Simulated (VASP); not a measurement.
Calculation: PBE GGA, VASP's PBE PAW potentials (set 64) (plane waves; VASP).

A VASP calculation is set up with these files.

**INCAR**
```
SYSTEM = LiCl
PREC = Accurate
ENCUT = 520
EDIFF = 1E-7
NELM = 100
ALGO = Normal
LREAL = .FALSE.
LASPH = .TRUE.
ISMEAR = 0
SIGMA = 0.05
GGA = PE
LWAVE = .FALSE.
LCHARG = .FALSE.
ISIF = 2
```

### POSCAR
```
LiCl
1.0
  0.0000000000   2.5440386291   2.5440386291
  2.5440386291   0.0000000000   2.5440386291
  2.5440386291   2.5440386291   0.0000000000
Li Cl
1 1
Cart
  0.0000000000   0.0000000000   0.0000000000
  2.5440386291   2.5440386291   2.5440386291
```

File KPOINTS:
```
kpoints
0
Gamma
  9 9 9
```

POTCAR, in this order: Li_sv Cl (PBE.64 set). Program: vasp_std.

The run wrote:

**OSZICAR**
```
       N       E                     dE             d eps       ncg     rms          rms(c)
DAV:   1     0.429023869959E+02    0.42902E+02   -0.41453E+03   630   0.103E+03
DAV:   2    -0.541087182200E+01   -0.48313E+02   -0.47558E+02   851   0.166E+02
DAV:   3    -0.738644007327E+01   -0.19756E+01   -0.19728E+01   758   0.393E+01
DAV:   4    -0.744396601928E+01   -0.57526E-01   -0.57464E-01   992   0.628E+00
DAV:   5    -0.744434762167E+01   -0.38160E-03   -0.38160E-03   803   0.535E-01    0.242E+00
DAV:   6    -0.737607353511E+01    0.68274E-01   -0.16722E-01   707   0.239E+00    0.174E+00
DAV:   7    -0.737755474817E+01   -0.14812E-02   -0.56802E-02   921   0.155E+00    0.926E-01
DAV:   8    -0.738164302566E+01   -0.40883E-02   -0.83395E-03   708   0.772E-01    0.135E-01
DAV:   9    -0.738163511119E+01    0.79145E-05   -0.29998E-04   840   0.153E-01    0.389E-02
DAV:  10    -0.738169360332E+01   -0.58492E-04   -0.99378E-05   710   0.918E-02    0.199E-02
DAV:  11    -0.738169926123E+01   -0.56579E-05   -0.47352E-06   970   0.213E-02    0.603E-03
DAV:  12    -0.738170048972E+01   -0.12285E-05   -0.40162E-07   709   0.601E-03    0.201E-03
DAV:  13    -0.738169997854E+01    0.51118E-06   -0.84288E-08   501   0.268E-03    0.570E-04
DAV:  14    -0.738169997581E+01    0.27318E-08   -0.70929E-09   355   0.908E-04
   1 F= -.73817000E+01 E0= -.73817000E+01  d E =-.790259E-26
```

### OUTCAR
```
------------------------ aborting loop because EDIFF is reached ----------------------------------------
  FORCE on cell =-STRESS in cart. coord.  units (eV):
  Direction    XX          YY          ZZ          XY          YZ          ZX
  --------------------------------------------------------------------------------------
  Total        0.2340055      0.2340055      0.2340055      0.0000000      0.0000000     -0.0000000
  in kB       11.3850652     11.3850652     11.3850652      0.0000000      0.0000000     -0.0000000
  external PRESSURE =      11.3850652 kB  Pullay stress =       0.0000000 kB
  volume of cell :       32.93
      direct lattice vectors                 reciprocal lattice vectors
     0.000000000  2.544038629  2.544038629    -0.196537896  0.196537896  0.196537896
     2.544038629  0.000000000  2.544038629     0.196537896 -0.196537896  0.196537896
     2.544038629  2.544038629  0.000000000     0.196537896  0.196537896 -0.196537896
  FREE ENERGIE OF THE ION-ELECTRON SYSTEM (eV)
  ---------------------------------------------------
  free  energy   TOTEN  =        -7.3816999758 eV

  energy  without entropy=       -7.3816999758  energy(sigma->0) =       -7.38169998
```
(Selected blocks of OUTCAR.)

### OUTCAR
```
 val. band max:        0.7650203580   @ k =   0.0000   0.0000   0.0000

 cond. band min:       7.2479914411   @ k =   0.0000   0.0000   0.0000


 Fermi energy:         1.1256473933

 k-point     1 :       0.0000    0.0000    0.0000
  band No.  band energies     occupation
      1     -42.7160      2.00000
      2     -12.7187      2.00000
      3       0.7650      2.00000
      4       0.7650      2.00000
      5       0.7650      2.00000
      6       7.2480      0.00000
      7      12.7230      0.00000
      8      12.7230      0.00000
      9      12.7230      0.00000

 k-point     2 :       0.1111    0.0000    0.0000
  band No.  band energies     occupation
      1     -42.7157      2.00000
      2     -12.6554      2.00000
      3       0.3253      2.00000
      4       0.7306      2.00000
      5       0.7306      2.00000
      6       7.6297      0.00000
      7      12.0547      0.00000
      8      12.7031      0.00000
      9      12.7031      0.00000

 k-point     3 :       0.2222    0.0000    0.0000
  band No.  band energies     occupation
      1     -42.7147      2.00000
      2     -12.4876      2.00000
      3      -0.6198      2.00000
      4       0.6477      2.00000
      5       0.6477      2.00000
      6       8.0825      0.00000
      7      11.7210      0.00000
      8      11.7564      0.00000
      9      11.7564      0.00000

 k-point     4 :       0.3333    0.0000    0.0000
  band No.  band energies     occupation
      1     -42.7137      2.00000
      2     -12.2817      2.00000
      3      -1.5317      2.00000
      4       0.5597      2.00000
      5       0.5597      2.00000
      6       7.8800      0.00000
      7      10.8277      0.00000
      8      10.8277      0.00000
      9      12.6634      0.00000

 k-point     5 :       0.4444    0.0000    0.0000
  band No.  band energies     occupation
      1     -42.7130      2.00000
      2     -12.1370      2.00000
      3      -2.0740      2.00000
...
```

The compound is LiCl in the rock salt structure. This cell is one point of a volume scan, at 0.97 of the reference volume.
